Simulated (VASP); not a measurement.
# Tc: surface energy and work function by face, part 4 of 5

How do surface energy, work function and relaxation of Tc depend on the face?

VASP 6.6.1; PBE; plane waves and PAW (Tc).

So far. Step 4 (Relaxing the slab, 8 atoms, face Tc(0001)): The run ended after 8 ionic steps, 0.307 eV below its first step, once the forces on the free atoms met EDIFFG = -0.03. Step 5 (Vacuum level and density of states, 8 atoms, face …): The vacuum level lies 4.63 eV above the Fermi level at the upper face; both faces agree, as the slab has next to no dipole.

## Step 6: Relaxing the slab, 12 atoms, face Tc(10-10)

System of this step: Tc(10-10). The cell holds 12 atoms: 12 Tc. Its edges and angles: a = 2.745 Å, b = 4.387 Å, c = 27.677 Å, α = 90.0°, β = 90.0°, γ = 90.0°. It derives from Tc. 12 layers of hcp Tc, cut at this functional's lattice. Vacuum lies along c.

INCAR reads:

```
SYSTEM = Tc
PREC = Normal
ENCUT = 320
EDIFF = 1E-05
NELM = 120
ISMEAR = 1
SIGMA = 0.15
LREAL = .FALSE.
ALGO = Fast
GGA = PE
NBANDS = 54
LASPH = .TRUE.
LORBIT = 11
LWAVE = .FALSE.
LCHARG = .FALSE.
KPAR = 4
IBRION = 2
NSW = 40
ISIF = 2
EDIFFG = -0.03
POTIM = 0.4
MAXMIX = 40
```

POSCAR reads:

```
Tc
1.0
    2.7446112931      0.0000000000      0.0000000000
    0.0000000000      4.3866683979      0.0000000000
    0.0000000000      0.0000000000     27.6768165511
Tc
12
Direct
    0.0000000000      0.0000000000      0.2709849200
    0.5000000000      0.0000000000      0.3568655800
    0.5000000000      0.5000000000      0.2996118100
    0.0000000000      0.0000000000      0.4427462300
    0.0000000000      0.5000000000      0.3854924600
    0.5000000000      0.0000000000      0.5286268800
    0.5000000000      0.5000000000      0.4713731200
    0.0000000000      0.0000000000      0.6145075400
    0.0000000000      0.5000000000      0.5572537700
    0.5000000000      0.0000000000      0.7003881900
    0.5000000000      0.5000000000      0.6431344200
    0.0000000000      0.5000000000      0.7290150800
```

KPOINTS reads:

```
Automatic mesh
0
Gamma
11 7 1
0 0 0
```

Potentials, in the order of the species: Tc (PBE family, release 64).

On the command line:

```console
$ mpirun -np 4 vasp_std
```

Log:

```text
[banner, memory and clock lines left out]
running    4 mpi-ranks, on    1 nodes
 distrk:  each k-point on    1 cores,    4 groups
 distr:  one band on    1 cores,    1 groups

 POSCAR found type information on POSCAR Tc
 POSCAR found :  1 types and      12 ions
 LDA part: xc-table for (Slater+PW92), standard interpolation
 POSCAR, INCAR and KPOINTS ok, starting setup
 FFT: planning ... GRIDC
 FFT: planning ... GRID_SOFT
 FFT: planning ... GRID
 WAVECAR not read
 entering main loop
       N       E                     dE             d eps       ncg     rms          rms(c)
DAV:   1     0.327825275203E+03    0.32783E+03   -0.28342E+04  2616   0.902E+02
DAV:   2    -0.928467233841E+02   -0.42067E+03   -0.38907E+03  3122   0.219E+02
DAV:   3    -0.129155631103E+03   -0.36309E+02   -0.34307E+02  3974   0.545E+01
DAV:   4    -0.131103630089E+03   -0.19480E+01   -0.18694E+01  3784   0.123E+01
DAV:   5    -0.131201509330E+03   -0.97879E-01   -0.96153E-01  4144   0.257E+00    0.531E+01
RMM:   6    -0.172756115332E+03   -0.41555E+02   -0.16494E+02  3671   0.324E+01    0.319E+01
RMM:   7    -0.213629276146E+03   -0.40873E+02   -0.27346E+02  3943   0.426E+01    0.343E+01
RMM:   8    -0.134936372091E+03    0.78693E+02   -0.28136E+01  2641   0.166E+01    0.219E+01
RMM:   9    -0.129703435635E+03    0.52329E+01   -0.11261E+01  3405   0.752E+00    0.173E+01
RMM:  10    -0.123656755057E+03    0.60467E+01   -0.95775E+00  3158   0.718E+00    0.120E+01
RMM:  11    -0.121831193841E+03    0.18256E+01   -0.36053E+00  3448   0.426E+00    0.788E+00
RMM:  12    -0.121639932719E+03    0.19126E+00   -0.12586E+00  3457   0.241E+00    0.654E+00
RMM:  13    -0.121143953581E+03    0.49598E+00   -0.64416E-01  3461   0.174E+00    0.493E+00
RMM:  14    -0.120671755771E+03    0.47220E+00   -0.79709E-01  3362   0.179E+00    0.297E+00
RMM:  15    -0.120502345560E+03    0.16941E+00   -0.67770E-01  3461   0.170E+00    0.107E+00
RMM:  16    -0.120494626481E+03    0.77191E-02   -0.14518E-01  3569   0.866E-01    0.701E-01
RMM:  17    -0.120498466811E+03   -0.38403E-02   -0.38311E-02  3483   0.422E-01    0.671E-01
RMM:  18    -0.120490887493E+03    0.75793E-02   -0.21139E-02  3402   0.302E-01    0.232E-01
RMM:  19    -0.120490255104E+03    0.63239E-03   -0.13837E-02  3511   0.237E-01    0.854E-02
RMM:  20    -0.120490553143E+03   -0.29804E-03   -0.28396E-03  3577   0.115E-01    0.103E-01
RMM:  21    -0.120490372278E+03    0.18086E-03   -0.42216E-04  2981   0.580E-02    0.346E-02
RMM:  22    -0.120490419662E+03   -0.47383E-04   -0.39972E-04  3172   0.420E-02    0.406E-02
RMM:  23    -0.120490416520E+03    0.31421E-05   -0.11919E-04  2601   0.273E-02    0.267E-02
RMM:  24    -0.120490431926E+03   -0.15407E-04   -0.53732E-05  2128   0.190E-02    0.109E-02
RMM:  25    -0.120490488961E+03   -0.57035E-04   -0.34425E-05  1881   0.136E-02    0.886E-03
RMM:  26    -0.120490544950E+03   -0.55988E-04   -0.88721E-06  1590   0.795E-03    0.701E-03
RMM:  27    -0.120490577594E+03   -0.32644E-04   -0.32468E-06  1308   0.518E-03    0.255E-03
RMM:  28    -0.120490619986E+03   -0.42393E-04   -0.38116E-06  1419   0.521E-03    0.374E-03
RMM:  29    -0.120490630844E+03   -0.10858E-04   -0.14665E-06  1015   0.388E-03    0.167E-03
RMM:  30    -0.120490636215E+03   -0.53702E-05   -0.94220E-07   949   0.354E-03
   1 F= -.12049064E+03 E0= -.12048977E+03  d E =-.120491E+03
 curvature:   0.00 expect dE= 0.000E+00 dE for cont linesearch  0.000E+00
 trial: gam= 0.00000 g(F)=  0.156E+00 g(S)=  0.000E+00 ort = 0.000E+00 (trialstep = 0.100E+01)
 search vector abs. value=  0.156E+00
 bond charge predicted
       N       E                     dE             d eps       ncg     rms          rms(c)
DAV:   1    -0.120596460832E+03   -0.10583E+00   -0.18953E+01  2652   0.138E+01    0.112E+00
RMM:   2    -0.120612331202E+03   -0.15870E-01   -0.27325E-01  2633   0.235E+00    0.120E+00
RMM:   3    -0.120610842803E+03    0.14884E-02   -0.77538E-02  2933   0.990E-01    0.514E-01
RMM:   4    -0.120608721325E+03    0.21215E-02   -0.20057E-02  3286   0.406E-01    0.176E-01
RMM:   5    -0.120609617777E+03   -0.89645E-03   -0.50175E-03  3493   0.169E-01    0.773E-02
RMM:   6    -0.120610169462E+03   -0.55168E-03   -0.95731E-04  3259   0.793E-02    0.728E-02
RMM:   7    -0.120610205242E+03   -0.35780E-04   -0.53324E-04  3195   0.549E-02    0.208E-02
RMM:   8    -0.120610214556E+03   -0.93139E-05   -0.15501E-04  2811   0.260E-02    0.125E-02
RMM:   9    -0.120610223729E+03   -0.91728E-05   -0.24950E-05  1715   0.127E-02
   2 F= -.12061022E+03 E0= -.12060971E+03  d E =-.119588E+00
[... from here on, the cycles between the ionic steps are left out ...]
   3 F= -.12064578E+03 E0= -.12064598E+03  d E =-.155139E+00
   4 F= -.12065179E+03 E0= -.12065181E+03  d E =-.601428E-02
   5 F= -.12065468E+03 E0= -.12065451E+03  d E =-.890921E-02
   6 F= -.12065482E+03 E0= -.12065460E+03  d E =-.904106E-02
   7 F= -.12065608E+03 E0= -.12065573E+03  d E =-.126542E-02
   8 F= -.12065833E+03 E0= -.12065758E+03  d E =-.351043E-02
   9 F= -.12065859E+03 E0= -.12065768E+03  d E =-.377126E-02
  10 F= -.12065961E+03 E0= -.12065858E+03  d E =-.102066E-02
  11 F= -.12065975E+03 E0= -.12065866E+03  d E =-.116164E-02
 curvature:  -3.36 expect dE=-0.589E-03 dE for cont linesearch -0.525E-05
 ZBRENT: interpolating
 opt :   3.0937  next Energy=  -120.659754 (dE=-0.117E-02)
 bond charge predicted
       N       E                     dE             d eps       ncg     rms          rms(c)
DAV:   1    -0.120659738076E+03    0.96203E-05   -0.57759E-03  2880   0.246E-01    0.329E-02
RMM:   2    -0.120659743194E+03   -0.51180E-05   -0.47631E-05  2185   0.383E-02
  12 F= -.12065974E+03 E0= -.12065866E+03  d E =-.115552E-02
 curvature:  -2.87 expect dE=-0.433E-03 dE for cont linesearch -0.149E-04
 trial: gam= 0.14193 g(F)=  0.151E-03 g(S)=  0.000E+00 ort = 0.886E-04 (trialstep = 0.223E+01)
 search vector abs. value=  0.206E-03
 reached required accuracy - stopping structural energy minimisation
```

It took 9.8 min on 4 MPI ranks of AMD EPYC 7R43, shared host; peak memory 0.94 GiB.

OUTCAR, selected parts (step 6):

```text
   k-points           NKPTS =     24   k-points in BZ     NKDIM =     24   number of bands    NBANDS=     54

   ENCUT  =  320.0 eV  23.52 Ry    4.85 a.u.   4.00  6.40 40.37*2*pi/ulx,y,z

   NELECT =      84.0000    total number of electrons

 E-fermi :   4.6715

 k-point     1 :       0.0000    0.0000    0.0000
  band No.  band energies     occupation
    ...
     44       4.2548      2.00061
     45       4.3394      2.00756
     46       4.5966      1.73940
     47       4.6172      1.57034
     48       4.7065      0.61660
     49       4.8213     -0.05006
     50       4.8767     -0.06576
     51       5.0133     -0.00588
     52       5.7089     -0.00000
     53       5.7649     -0.00000
    ...

  Total       -4.2730123     -7.4398166     -0.8598843      0.0000000      0.0000000      0.0000000
  in kB      -20.5453212    -35.7718191     -4.1344600      0.0000000      0.0000000      0.0000000
  external PRESSURE =     -20.1505334 kB  Pullay stress =       0.0000000 kB

 POSITION                                       TOTAL-FORCE (eV/Angst)
 -----------------------------------------------------------------------------------
      0.00000      0.00000      7.62248         0.000000      0.000000      0.018097
      1.37231      0.00000      9.86055         0.000000      0.000000     -0.028573
      1.37231      2.19333      8.31651         0.000000      0.000000      0.025158
      0.00000      0.00000     12.26532         0.000000      0.000000     -0.000378
      0.00000      2.19333     10.64732         0.000000      0.000000      0.013137
      1.37231      0.00000     14.64181         0.000000      0.000000      0.001957
      1.37231      2.19333     13.03501         0.000000      0.000000     -0.001957
      0.00000      0.00000     17.02950         0.000000      0.000000     -0.013137
      0.00000      2.19333     15.41150         0.000000      0.000000      0.000378
      1.37231      0.00000     19.36030         0.000000      0.000000     -0.025158
      1.37231      2.19333     17.81626         0.000000      0.000000      0.028573
      0.00000      2.19333     20.05433         0.000000      0.000000     -0.018097
 -----------------------------------------------------------------------------------
    total drift:                                0.000000     -0.000000     -0.000000

  FREE ENERGIE OF THE ION-ELECTRON SYSTEM (eV)
  ---------------------------------------------------
  free  energy   TOTEN  =      -120.6597431939 eV

  energy  without entropy=     -120.6564997580  energy(sigma->0) =     -120.65866205

[... 1 part as in an earlier step ...]

[... 15 further parts left out ...]
```

CONTCAR:

```
Tc
   1.00000000000000
     2.7446112931000002    0.0000000000000000    0.0000000000000000
     0.0000000000000000    4.3866683979000003    0.0000000000000000
     0.0000000000000000    0.0000000000000000   27.6768165510999999
  Tc
    12
Direct
     0.0000000000000000    0.0000000000000000    0.2754103674836170
     0.5000000000000000    0.0000000000000000    0.3562748125882762
     0.5000000000000000    0.5000000000000000    0.3004865816004702
     0.0000000000000000    0.0000000000000000    0.4431621527448968
     0.0000000000000000    0.5000000000000000    0.3847016399001962
     0.5000000000000000    0.0000000000000000    0.5290280115927679
     0.5000000000000000    0.5000000000000000    0.4709719884072319
     0.0000000000000000    0.0000000000000000    0.6152983600998035
     0.0000000000000000    0.5000000000000000    0.5568378472551029
     0.5000000000000000    0.0000000000000000    0.6995134183995299
     0.5000000000000000    0.5000000000000000    0.6437251874117238
     0.0000000000000000    0.5000000000000000    0.7245896325163829
```

The run keeps the 8 symmetry operations of its start, so it cannot find a distortion of lower symmetry.

The steps of the relaxation:

```tsv
step	energy less that of the first step (eV)	largest force (eV/Å)
1	0.0000	1.0862
2	-0.1196	0.6257
3	-0.1551	0.1967
4	-0.1612	0.1231
5	-0.1640	0.0603
6	-0.1642	0.0746
7	-0.1654	0.0556
8	-0.1677	0.0633
9	-0.1680	0.0802
10	-0.1690	0.0416
11	-0.1691	0.0375
12	-0.1691	0.0286
```

The atoms that moved most (Å):

```tsv
atom	dx	dy	dz	length
Tc12	0.000	0.000	-0.122	0.122
Tc1	0.000	0.000	0.122	0.122
Tc3	0.000	0.000	0.024	0.024
Tc10	0.000	0.000	-0.024	0.024
Tc8	0.000	0.000	0.022	0.022
Tc5	0.000	0.000	-0.022	0.022
Tc2	0.000	0.000	-0.016	0.016
Tc11	0.000	0.000	0.016	0.016
```

The relaxed structure:

```xyz
12
Lattice="2.7446 0.0000 0.0000 0.0000 4.3867 0.0000 0.0000 0.0000 27.6768" Properties=species:S:1:pos:R:3
Tc    0.0000    0.0000    7.6225
Tc    1.3723    0.0000    9.8606
Tc    1.3723    2.1933    8.3165
Tc    0.0000    0.0000   12.2653
Tc    0.0000    2.1933   10.6473
Tc    1.3723    0.0000   14.6418
Tc    1.3723    2.1933   13.0350
Tc    0.0000    0.0000   17.0295
Tc    0.0000    2.1933   15.4115
Tc    1.3723    0.0000   19.3603
Tc    1.3723    2.1933   17.8163
Tc    0.0000    2.1933   20.0543
```

This step gave:

| Quantity | Value |
| --- | --- |
| electronic cycles | 102 |
| electrons | 84 |
| free energy (TOTEN) | -120.6597 eV |
| energy at zero smearing | -120.6587 eV |
| Fermi energy | 4.671 eV |

The run ended after 12 ionic steps, 0.169 eV below its first step, once the forces on the free atoms met EDIFFG = -0.03.

(Continued in part 5 of 5.)

[Lines on the potential files, build, host, timing and source positions are cut from VASP's logs without a mark.]

[Logs are printed without paths, hosts, clocks, repeated set-up lines and the standing remarks that a program may print on its own settings, such as how far it seeks lower states.]

[Hosts, paths, dates, database ids (printed as entryN), source tags and the programs' standing remarks are cut or masked in the printed files.]

[Runs that stopped without an error message from VASP are left out.]
